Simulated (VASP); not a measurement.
Consider the following.

```
Al3Sc
1.0
    4.06880     0.00000     0.00000
    0.00000     4.06880     0.00000
    0.00000     0.00000     4.06880
Sc Al
1 3
Direct
  0.00000   0.00000   0.00000
  0.00000   0.50000   0.50000
  0.50000   0.00000   0.50000
  0.50000   0.50000   0.00000
```

All values below come from AM05 GGA, VASP's PBE PAW potentials (set 64) (plane waves; VASP 6.6.1). Settings: 520 eV cut-off, Gaussian smearing of 0.050 eV, potentials Sc_sv Al.

Give the energies of bands 5 to 13 at the high-symmetry points, in eV from the Fermi level.

```
band       Γ      X      M      R
----  ------  -----  -----  -----
5     -10.06  -8.17  -6.78  -4.76
6      -2.60  -7.33  -5.60  -4.76
7      -2.60  -1.70  -5.60  -4.76
8      -1.78  -1.70  -4.38  -4.54
9      -1.78  -1.50  -0.51  -2.94
10     -1.78   1.06  -0.51  -2.94
11      1.19   1.06   1.24  -2.94
12      1.34   1.06   1.40   0.98
13      1.34   1.32   2.13   2.68
```

It has no gap at this level: it comes out as a metal or semimetal.

The compound is Al3Sc in the L1_2 structure. It was relaxed first.
